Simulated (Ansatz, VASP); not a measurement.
# Cross-check of Sn between VASP and Ansatz

Aim: how closely do two programs agree when they are given the same cell, functional and k mesh? The cell is taken from a series of runs on this material, whose earlier steps may have relaxed, scaled, displaced or heated it; both programs get it as it stands.

Main program and level: Ansatz 0.2.0; plane waves, with VASP 6.6.1 beside it; zone-centre phonons at RPBE.

## 1. Starting point

Symmetry: I4_1/amd, No. 141, tetragonal system. Conventional cell: a = 5.991 Å, b = 5.991 Å, c = 3.262 Å, α = 90.00°, β = 90.00°, γ = 90.00°. Nearest to Sn lie 6 Sn at 3.10 to 3.26 Å.

## 2. VASP: zone-centre phonons, RPBE

Second derivatives magnify differences that forces hide, and they need a tight electronic threshold.

Lines of VASP's logs that name or quote its potential files are left out, and so is its time.

The input, INCAR:

```
SYSTEM = Sn
PREC = Accurate
ENCUT = 500
EDIFF = 1E-08
NELM = 120
ISMEAR = 1
SIGMA = 0.2
LREAL = .FALSE.
ALGO = Normal
GGA = RP
NBANDS = 20
LORBIT = 11
LWAVE = .FALSE.
LCHARG = .FALSE.
ISIF = 2
IBRION = 8
LASPH = .TRUE.
GGA_COMPAT = .FALSE.
KPAR = 2
```

The input, POSCAR:

```
Sn
1.0
   -2.9954603656      2.9954603656      1.6312142200
    2.9954603656     -2.9954603656      1.6312142200
    2.9954603656      2.9954603656     -1.6312142200
Sn
2
Direct
    0.7500000000      0.2500000000      0.5000000000
    0.0000000000      0.0000000000      0.0000000000
```

The input, KPOINTS:

```
Automatic mesh
0
Gamma
18 18 18
0 0 0
```

Potentials, in the order of the species: Sn_d (PBE family, release 64).

Command:

```sh
> mpirun -np 2 vasp_std
```

Numbers of over 12 decimals in the logs are rounded to 6 here.

Output:

```text
[banner, memory and clock lines left out]
running    2 mpi-ranks, on    1 nodes
 distrk:  each k-point on    1 cores,    2 groups
 distr:  one band on    1 cores,    1 groups

 POSCAR found type information on POSCAR Sn
 POSCAR found :  1 types and       2 ions
|                                                                             |
|               ----> ADVICE to this user running VASP <----                  |
|                                                                             |
|     You enforced a specific xc type in the INCAR file but a different       |
|     [... a line on the potential file left out ...]
|     I HOPE YOU KNOW WHAT YOU ARE DOING!                                     |
|                                                                             |

 LDA part: xc-table for (Slater+PW92), standard interpolation
 POSCAR, INCAR and KPOINTS ok, starting setup
 FFT: planning ... GRIDC
 FFT: planning ... GRID_SOFT
 FFT: planning ... GRID
 WAVECAR not read
 entering main loop
       N       E                     dE             d eps       ncg     rms          rms(c)
DAV:   1     0.214624922309E+03    0.21462E+03   -0.14341E+04 19332   0.207E+03
DAV:   2     0.144595830419E+02   -0.20017E+03   -0.19667E+03 19272   0.445E+02
DAV:   3    -0.619561838228E+01   -0.20655E+02   -0.20483E+02 21884   0.135E+02
DAV:   4    -0.684595037623E+01   -0.65033E+00   -0.64961E+00 21708   0.267E+01
DAV:   5    -0.687320300265E+01   -0.27253E-01   -0.27252E-01 26808   0.511E+00    0.214E+00
DAV:   6    -0.686928176883E+01    0.39212E-02   -0.27486E-02 25776   0.226E+00    0.122E+00
DAV:   7    -0.687124230056E+01   -0.19605E-02   -0.18678E-02 25932   0.187E+00    0.152E-01
DAV:   8    -0.687149470000E+01   -0.25240E-03   -0.19434E-03 22504   0.570E-01    0.410E-02
DAV:   9    -0.687150577390E+01   -0.11074E-04   -0.67491E-05 27080   0.772E-02    0.155E-02
DAV:  10    -0.687150604105E+01   -0.26716E-06   -0.13278E-05 23652   0.489E-02    0.141E-03
DAV:  11    -0.687150657271E+01   -0.53165E-06   -0.66995E-07 23336   0.114E-02    0.123E-03
DAV:  12    -0.687150611940E+01    0.45331E-06   -0.10399E-07 21752   0.384E-03    0.402E-04
DAV:  13    -0.687150616787E+01   -0.48464E-07   -0.41722E-09 13988   0.681E-04    0.125E-04
DAV:  14    -0.687150618349E+01   -0.15627E-07   -0.14850E-09 12072   0.441E-04    0.348E-05
DAV:  15    -0.687150618231E+01    0.11801E-08   -0.59898E-10 11720   0.355E-04
   1 F= -.68715062E+01 E0= -.68712065E+01  d E =-.899157E-03
 Linear response reoptimize wavefunctions to high precision
DAV:   1    -0.687150619013E+01   -0.78167E-08   -0.32200E-10 11960   0.242E-04
DAV:   2    -0.687150619013E+01   -0.45475E-11   -0.15889E-10 11340   0.144E-04
 Linear response DOF=           2
 Linear response progress:
  Degree of freedom:   1/  2
       N       E                     dE             d eps       ncg     rms          rms(c)
RMM:   1    -0.216644887833E+00   -0.21664E+00    0.40945E-01 78484   0.932E+00
RMM:   2    -0.223147553579E+00   -0.65027E-02   -0.17956E-02108598   0.112E+00    0.500E-02
RMM:   3    -0.223254111675E+00   -0.10656E-03   -0.13969E-03111923   0.311E-01    0.217E-02
RMM:   4    -0.223128356893E+00    0.12575E-03   -0.99541E-05115513   0.899E-02    0.128E-02
RMM:   5    -0.223039227854E+00    0.89129E-04   -0.15801E-05114112   0.333E-02    0.314E-03
RMM:   6    -0.223026184450E+00    0.13043E-04   -0.70669E-07118386   0.103E-02    0.148E-03
RMM:   7    -0.223022221177E+00    0.39633E-05    0.31421E-08117953   0.393E-03    0.442E-04
RMM:   8    -0.223019195006E+00    0.30262E-05   -0.14394E-07119029   0.152E-03    0.104E-04
RMM:   9    -0.223018416877E+00    0.77813E-06    0.10269E-06120698   0.676E-04    0.449E-05
RMM:  10    -0.223017762096E+00    0.65478E-06    0.10588E-06120368   0.350E-04    0.152E-05
RMM:  11    -0.223017523117E+00    0.23898E-06    0.81485E-07123496   0.203E-04    0.680E-06
RMM:  12    -0.223017397410E+00    0.12571E-06    0.53979E-07122793   0.132E-04    0.139E-06
RMM:  13    -0.223017402063E+00   -0.46536E-08    0.34730E-07126137   0.930E-05    0.316E-06
RMM:  14    -0.223017418871E+00   -0.16808E-07    0.21307E-07114409   0.723E-05    0.541E-06
RMM:  15    -0.223017382369E+00    0.36502E-07    0.13056E-07113726   0.613E-05    0.468E-06
RMM:  16    -0.223017349663E+00    0.32706E-07    0.80310E-08119120   0.551E-05    0.369E-06
RMM:  17    -0.223017340359E+00    0.93032E-08    0.48390E-08 99760   0.504E-05    0.356E-06
 first order change of Fermi-energy   0.64966E-05
 force on displaced ion       1 direction 1 :  -2.873   0.000  -0.000
 Linear response progress:
  Degree of freedom:   2/  2
       N       E                     dE             d eps       ncg     rms          rms(c)
RMM:   1    -0.205682368480E+00   -0.20568E+00    0.42498E-01 43565   0.949E+00
RMM:   2    -0.211072947765E+00   -0.53906E-02   -0.16589E-02 60480   0.107E+00    0.406E-02
RMM:   3    -0.211075643299E+00   -0.26955E-05   -0.12862E-03 62170   0.288E-01    0.171E-02
RMM:   4    -0.210904208114E+00    0.17144E-03   -0.86669E-05 64056   0.815E-02    0.117E-02
RMM:   5    -0.210775303219E+00    0.12890E-03   -0.11517E-05 63779   0.283E-02    0.319E-03
RMM:   6    -0.210748021081E+00    0.27282E-04   -0.11236E-06 64530   0.916E-03    0.862E-04
RMM:   7    -0.210749892259E+00   -0.18712E-05   -0.20768E-07 65276   0.333E-03    0.154E-04
RMM:   8    -0.210749033735E+00    0.85852E-06   -0.12336E-08 65772   0.119E-03    0.117E-04
RMM:   9    -0.210748245199E+00    0.78854E-06    0.61880E-08 64769   0.496E-04    0.284E-05
RMM:  10    -0.210748485324E+00   -0.24013E-06    0.49319E-08 68284   0.238E-04    0.284E-05
RMM:  11    -0.210748434304E+00    0.51020E-07    0.49976E-08 69550   0.131E-04    0.163E-05
RMM:  12    -0.210748409328E+00    0.24976E-07    0.31707E-08 68797   0.864E-05    0.391E-06
RMM:  13    -0.210748376029E+00    0.33299E-07    0.19980E-08 67365   0.647E-05    0.159E-06
RMM:  14    -0.210748359465E+00    0.16564E-07    0.12875E-08 59454   0.525E-05    0.615E-07
RMM:  15    -0.210748352942E+00    0.65229E-08    0.71267E-09 43583   0.459E-05    0.210E-07
 first order change of Fermi-energy  -0.10979E-03
 force on displaced ion       1 direction 3 :   0.000  -0.000  -0.313
 Linear response finished
```

From OUTCAR (step 2):

```text
ion  position               nearest neighbor table
   1  0.750  0.250  0.500-   2 3.10   2 3.10   2 3.10   2 3.10
   2  0.000  0.000  0.000-   1 3.10   1 3.10   1 3.10   1 3.10

  LATTYP: Found a body centered tetragonal cell.
 ALAT       =     5.9909207312
 C/A-ratio  =     0.5445621110

 Subroutine GETGRP returns: Found 16 space group operations
 (whereof  8 operations were pure point group operations)

The static configuration has the point symmetry D_2d.
 The point group associated with its full space group is D_4h.

 Found    480 irreducible k-points:

   k-points           NKPTS =    480   k-points in BZ     NKDIM =    480   number of bands    NBANDS=     20

   dimension x,y,z NGX =    36 NGY =   36 NGZ =   36
   dimension x,y,z NGXF=    72 NGYF=   72 NGZF=   72

   ENCUT  =  500.0 eV  36.75 Ry    6.06 a.u.   8.28  8.28  8.28*2*pi/ulx,y,z

   NELECT =      28.0000    total number of electrons

 k-points in reciprocal lattice and weights: Automatic mesh
   0.00000000  0.00000000  0.00000000       0.000
   0.05555556  0.00000000  0.00000000       0.001
   0.11111111  0.00000000  0.00000000       0.001
   0.16666667 -0.00000000  0.00000000       0.001
   0.22222222  0.00000000 -0.00000000       0.001
   0.27777778 -0.00000000  0.00000000       0.001
   0.33333333 -0.00000000  0.00000000       0.001
   0.38888889 -0.00000000  0.00000000       0.001
   0.44444444  0.00000000 -0.00000000       0.001
[...]
-0.44444444 -0.44444444  0.44444444       0.000
   0.50000000  0.50000000  0.50000000       0.000

 average (electrostatic) potential at core
       1 -99.9805       2 -99.9805

  Total       -0.0091670     -0.0091670     -0.0145205      0.0000000      0.0000000      0.0000000
  in kB       -0.2508651     -0.2508651     -0.3973693      0.0000000      0.0000000      0.0000000
  external PRESSURE =      -0.2996998 kB  Pullay stress =       0.0000000 kB

  energy-cutoff  :      500.00
  volume of cell :       58.55
      direct lattice vectors                 reciprocal lattice vectors
    -2.995460366  2.995460366  1.631214220     0.000000000  0.166919251  0.306520133
     2.995460366 -2.995460366  1.631214220     0.166919251  0.000000000  0.306520133
     2.995460366  2.995460366 -1.631214220     0.166919251  0.166919251  0.000000000

 POSITION                                       TOTAL-FORCE (eV/Angst)
 -----------------------------------------------------------------------------------
     -0.00000      2.99546      0.81561         0.000000     -0.000000     -0.000000
      0.00000      0.00000      0.00000        -0.000000      0.000000      0.000000
 -----------------------------------------------------------------------------------
    total drift:                               -0.000000      0.000000     -0.000000

 Eigenvectors and eigenvalues of the dynamical matrix
 ----------------------------------------------------

   1 f  =    3.439168 THz    21.608928 2PiTHz  114.718284 cm-1    14.223248 meV
             X         Y         Z           dx          dy          dz
     -0.000000  2.995460  0.815607     0.199454    0.678394   -0.000000
      0.000000  0.000000  0.000000    -0.199454   -0.678394   -0.000000

   2 f  =    3.439168 THz    21.608928 2PiTHz  114.718284 cm-1    14.223248 meV
             X         Y         Z           dx          dy          dz
     -0.000000  2.995460  0.815607    -0.678394    0.199454    0.000000
      0.000000  0.000000  0.000000     0.678394   -0.199454    0.000000

   3 f  =    1.135308 THz     7.133349 2PiTHz   37.869789 cm-1     4.695253 meV
             X         Y         Z           dx          dy          dz
     -0.000000  2.995460  0.815607     0.000000    0.000000    0.707107
      0.000000  0.000000  0.000000    -0.000000    0.000000   -0.707107

   4 f  =    0.000000 THz     0.000000 2PiTHz    0.000001 cm-1     0.000000 meV
             X         Y         Z           dx          dy          dz
     -0.000000  2.995460  0.815607     0.476170   -0.360795   -0.378271
      0.000000  0.000000  0.000000     0.476170   -0.360795   -0.378271

   5 f/i=    0.000000 THz     0.000000 2PiTHz    0.000000 cm-1     0.000000 meV
             X         Y         Z           dx          dy          dz
     -0.000000  2.995460  0.815607     0.399623    0.581102   -0.051207
      0.000000  0.000000  0.000000     0.399623    0.581102   -0.051207

   6 f/i=    0.000000 THz     0.000000 2PiTHz    0.000001 cm-1     0.000000 meV
             X         Y         Z           dx          dy          dz
     -0.000000  2.995460  0.815607     0.336992   -0.179297    0.595222
      0.000000  0.000000  0.000000     0.336992   -0.179297    0.595222

 ELASTIC MODULI CONTR FROM IONIC RELAXATION (kBar)
 Direction    XX          YY          ZZ          XY          YZ          ZX
 --------------------------------------------------------------------------------
 XX        -561.3359    561.3359      0.0000      0.0000      0.0000      0.0000
 YY         561.3359   -561.3359      0.0000      0.0000      0.0000      0.0000
 ZZ           0.0000      0.0000      0.0000      0.0000      0.0000      0.0000
 XY           0.0000      0.0000      0.0000      0.0000      0.0000      0.0000
 YZ           0.0000      0.0000      0.0000      0.0000    -34.3462      0.0000
 ZX           0.0000      0.0000      0.0000      0.0000      0.0000    -41.1112
 --------------------------------------------------------------------------------
```

Energies printed during the response cycles are not total energies of the cell.

## 3. Ansatz: zone-centre phonons, RPBE

Ansatz runs on its default PAW (the set named soft_2) files.

The same cell, functional, mesh and smearing now go to Ansatz, which takes its cutoff from its data sets.

The input, input.yaml:

```yaml
crystal:
  lattice:
    - [-2.9954603656, 2.9954603656, 1.63121422]
    - [2.9954603656, -2.9954603656, 1.63121422]
    - [2.9954603656, 2.9954603656, -1.63121422]
  atoms:
    - { symbol: Sn, position: [0.75, 0.25, 0.5] }
    - { symbol: Sn, position: [0.0, 0.0, 0.0] }
kpoints:
  mp_grid: { grid: [18, 18, 18] }
hamiltonian:
  xc: rpbe
scf:
  occupations: { method: methfessel_paxton, width: 0.2 }
output:
  eigenvalues: true
phonons:
  method: dfpt
```

Command:

```sh
> ansatz run input.yaml --threads 4 --pin off --max-ram 14336MiB --backend cpu --events-out ev --progress --plain --runs-dir out
```

Output:

```text
zone centre: on kpoints.mp_grid the ground state, and the responses unless they are solved on pairs of k-points, stand on 865 of the mesh's 5832 k-points, reduced under 4 symmetry operations, with k and −k counted as one. Each operation leaves every solved displacement unchanged or reverses it
Engine: ansatz 0.2.0, aarch64-unknown-linux-gnu
Pseudopotentials: kind: paw
Pseudopotential: Sn, paw, valence charge 14, recommended cutoff 420 eV (normal), Sn.paw.azcp
Functional definition: RPBE
  parameter kappa = 0.804
  parameter beta = 0.066725
  exchange = rpbe_x(kappa = kappa, mu = beta*pi^2/3)
  correlation = pbe_c(beta = beta)
Crystal: 2 atoms, lattice volume = 58.546 Å³
Basis set: ecut = 420 eV, 1141 PW (Γ), exchange–correlation on 64×64×64 points (8 copies of the dense FFT grid, shifted against one another)
Bands: 18, of which v1, the nominal top of the filled ones, is band 14 counted from 1 (13 counted from 0)
Symmetry: 16 space group operations
k-points: 865 of 5832 (irreducible under 4 space group operations, time reversal used)
Non-local potential: Sn, projectors of the file, l = 0: 2, l = 1: 2, l = 2: 2, l = 3: 2
PAW form: soft (Blöchl's): semilocal exchange-correlation on the pseudo side does not see the compensation charge
PAW frozen core: Sn, regenerated for the run's functional, and the local potential with it (the file was generated under x = pbe(κ = 0.804, μ = 0.219515), c = pbe(β = 0.066725))
PAW one-centre angular grid: Sn, 590 points (default); XC on 64 Gauss nodes
Initial density: superposition of atomic densities (neutral atoms: chi_scale 0, normalization atom), corrected by the library's trained network
Initial wavefunctions: pseudopotential atomic-orbital guess
Functional: x = rpbe, c = pbe(β = 0.066725)
SCF iter   1: F=—  HF=-12065.439454 eV  |F-HF|=—  |Δ(HF+E_count)|=         —  Δρ=2.80e-3  dr2=2.08e-3  ethr=1.77e-3  ⟨swp⟩=5.3  Hψ=74934  notcnv=0
preconditioner: auto → Kerker (q_TF=auto, 2.413 Å⁻¹)  [metal: Δε(μ)=0.006 eV  Ē_g=20.044 eV  σ=0.200 eV  W_gap=0.02  n_scr=16 (ndim 8)  ℏωp=25.7 eV  f_vac=0.000  D(μ)=1.14/eV (n_scr^D=4)]
SCF iter   2: F=—  HF=-12065.437866 eV  |F-HF|=—  |Δ(HF+E_count)|=   1.59e-3  S|Δr|=    0.00e0  Δρ=1.15e-3  dr2=3.97e-4  ethr=7.41e-6  ⟨swp⟩=2.1  Hψ=33427  notcnv=0
SCF iter   3: F=—  HF=-12065.437913 eV  |F-HF|=—  |Δ(HF+E_count)|=   4.74e-5  S|Δr|=    0.00e0  Δρ=4.76e-4  dr2=8.25e-5  ethr=1.42e-6  ⟨swp⟩=1.0  Hψ=15543  notcnv=0
SCF iter   4: F=—  HF=-12065.437927 eV  |F-HF|=—  |Δ(HF+E_count)|=   1.40e-5  S|Δr|=    0.00e0  Δρ=7.67e-5  dr2=4.84e-6  ethr=2.95e-7  ⟨swp⟩=2.5  Hψ=18601  notcnv=0
SCF iter   5: F=—  HF=-12065.437927 eV  |F-HF|=—  |Δ(HF+E_count)|=   2.02e-8  S|Δr|=    0.00e0  Δρ=1.90e-5  dr2=2.67e-7  ethr=1.73e-8  ⟨swp⟩=2.1  Hψ=19718  notcnv=0
SCF iter   6: F=—  HF=-12065.437927 eV  |F-HF|=—  |Δ(HF+E_count)|=   3.98e-7  S|Δr|=    0.00e0  Δρ=4.73e-6  dr2=1.21e-8  ethr=9.53e-10  ⟨swp⟩=2.0  Hψ=27703  notcnv=0
SCF iter   7: F=—  HF=-12065.437927 eV  |F-HF|=—  |Δ(HF+E_count)|=   1.03e-9  S|Δr|=    0.00e0  Δρ=9.98e-7  dr2=6.55e-10  ethr=4.31e-11  ⟨swp⟩=2.5  Hψ=27589  notcnv=0
SCF iter   8: F=-12065.437927 eV  HF=-12065.437927 eV  |F-HF|=1.09e-11  |Δ(HF+E_count)|=  1.82e-11  S|Δr|=    0.00e0  Δρ=1.39e-7  dr2=8.40e-12  ethr=1.00e-12  ⟨swp⟩=5.1  Hψ=79694  notcnv=0
SCF 1 converged in 8 iterations: F = -12065.437927 eV  dr2 = 8.40e-12
  greatest PAW one-centre occupation: 0.991 electrons in one spin orbital (limit 2), on the Sn atom at site 1 (counted from 0), in its partial waves of l = 2
DFPT response loops at Γ: preconditioner auto → Kerker (q_TF=auto, 2.413 Å⁻¹) (partly filled bands, converged f_vac=0.000); β = 1.00, the filter's whole step (`scf.mixing.beta` (0.50) is not read by the response loops under this deck's `scf.mixing.preconditioner`; to damp them name `kerker` or `kerker_dos`, under which they read `scf.mixing.beta`, and type it under 1.00, their step now; both keys bind the ground state too); Broyden in place of MSR1
SCF converged after 8 iterations
Stability not checked: this state was not tested for a lower state beside it, because cold or Methfessel-Paxton smearing, or corrected tetrahedra, fill the levels in a way that the test cannot read (fill_not_monotonic; see scf.lower_state_search)
Free energy (F): -12065.437927 eV
Harris-Foulkes:  -12065.437927 eV  (|F-HF|=1.09e-11)
Internal energy: -12065.437031 eV  (E = F + TS)
E sigma→0 (E₀):  -12065.437703 eV
Entropy (-TS):   -0.000897 eV (-0.448 meV/atom)
Fermi energy:    9.757580 eV
Step filling:    the computed levels leave a gap of 0.0000 eV = 0.0 smearing widths at the electron count; against every level under it full and every level over it empty, smearing changes F+E_penalty+E_count by -0.466 meV and its σ→0 estimate by -0.242 meV
--- Per-component energies (eV) ---
  E_band       = -190.187105
  E_kinetic    = 370.709929
  E_local      = -1801.897420  (includes V_loc(G=0)·N_el)
  E_nonlocal   = -66.270318
  E_hartree    = 1103.300862
  E_xc         = -765.469367
  E_vxc        = -189.486510  (∫ρ·V_xc dr)
  E_paw        = -8288.364206  (= ΣΔE_a)
  E_vpaw       = -709.844523  (= ΣTr[D̂ρ^β])
  E_aug_tail   = -0.000001  (compensation charges beyond the density's cutoff)
  E_ewald      = -2617.499065
  E_core_change = 0.052555  (= ΣΔE_core)
  E_smearing   = -0.000897  (= −TS)
  E_closure    = 0.000000  (closes the sum)
  Σ components = -12065.437927   (vs F -12065.437927, Δ=0.00e0)
--- Band table (eV; the first three rows and the last of 865) ---
  k-point 0: bands = [... 10 lower, -0.8182, 5.9535, 7.9727, 7.9727, 12.8165, 15.6343, 15.6343, 16.1382]
  k-point 1: bands = [... 10 lower, -0.7922, 5.7468, 8.0034, 8.1313, 12.9378, 15.3262, 15.4762, 16.2104]
  k-point 2: bands = [... 10 lower, -0.7141, 5.2641, 8.0952, 8.4760, 13.2954, 14.7447, 15.0679, 16.1199]
  k-point 864: bands = [... 10 lower, 2.4257, 2.4257, 5.3620, 5.3620, 14.5640, 14.5640, 18.4706, 18.4706]
--- Phonons (Γ-DFPT): 2 representative perturbations + reference, on 865 of 5832 k-points (Σ response iterations 6) ---
  k mesh reduced under 4 symmetry operations, with k and −k counted as one. Each operation leaves every solved displacement unchanged or reverses it
  ASR residual: 8.108e-5 → 0.000e0 eV/Å²; symmetrization residual: 3.857e-12 eV/Å²
  ASR residual per site (eV/Å²): 8.11e-5 8.11e-5
  Γ frequencies (cm⁻¹): 0.00 0.00 0.00 38.28 114.29 114.29
  non-analytic LO–TO correction: not included (Born effective charges unavailable; polar crystals: no LO–TO splitting at Γ)
```

The column dr2 measures how far the density is from self-consistency, as an energy; F and HF (Harris–Foulkes) agree once it is small.

## 4. Differences

Known differences besides the potentials themselves: the cutoff is 420 eV in Ansatz and 500 eV in VASP; Ansatz makes its cores anew for this functional, VASP keeps those of its PBE data sets. Total energies have different zeros and are not compared.

The two programs side by side:

```
                  quantity  Ansatz   VASP  difference
     optical mode 1 (cm⁻¹)    38.3   37.9        +0.4
optical mode 2 to 3 (cm⁻¹)   114.3  114.7     -0.37 %
```

Modes are paired by rising frequency, not by their patterns, so a pair may set unlike modes beside each other; they are those without the splitting of longitudinal modes.

## 5. Outcome

| Property | Result |
| --- | --- |
| r.m.s. difference of the optical zone-centre modes, each program's sorted by frequency (zone-centre phonons, RPBE) | 0.42 cm⁻¹ |

What this shows: The r.m.s. difference of the optical zone-centre modes, each program's sorted by frequency is 0.42 cm⁻¹ (zone-centre phonons, RPBE). How closely two codes agree says nothing of how well the functional describes the real material.

[Lines on the potential files, build, host, timing and source positions are cut from VASP's logs without a mark.]

[Logs are printed without paths, hosts, clocks, repeated set-up lines and the standing remarks that a program may print on its own settings, such as how far it seeks lower states.]

[Hosts, paths, dates, database ids (printed as entryN), source tags and the programs' standing remarks are cut or masked in the printed files.]
